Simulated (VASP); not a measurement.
Method: PBEsol GGA, VASP's PBE PAW potentials (set 64) (plane waves; VASP).

The input files of a VASP run:

### INCAR
```
SYSTEM = LiCl
PREC = Accurate
ENCUT = 600
EDIFF = 1E-7
NELM = 100
ALGO = Normal
LREAL = .FALSE.
LASPH = .TRUE.
ISMEAR = 0
SIGMA = 0.05
GGA = PS
LWAVE = .FALSE.
LCHARG = .FALSE.
ISIF = 2
IBRION = 2
NSW = 30
EDIFFG = -0.01
```

POSCAR:
```
LiCl
1
    0.0000000000     2.5815057384     2.5815057384
    2.5308879788     0.0506177596     2.5308879788
    2.5308879788     2.5308879788     0.0506177596
Li Cl
1 1
Direct
  0.0000000000   0.0000000000   0.0000000000
  0.5000000000   0.5000000000   0.5000000000
```

File KPOINTS:
```
Automatic mesh
0
Gamma
8 8 8
0 0 0
```

POTCAR, in this order: Li_sv Cl (PBE.64 set). Program: vasp_std.

Q: What will the output report for the number of irreducible k-points (NKPTS), number of bands (NBANDS), largest plane-wave count, number of space-group operations, FFT grid (NGX, NGY, NGZ)?

A: 
| Quantity | Value |
|---|---|
| number of irreducible k-points (NKPTS) | 95 |
| number of bands (NBANDS) | 9 |
| largest plane-wave count | 1097 |
| number of space-group operations | 8 |
| FFT grid (NGX, NGY, NGZ) | 30 × 30 × 30 |

The compound is LiCl in the rock salt structure. This cell was strained or had an atom moved on purpose.
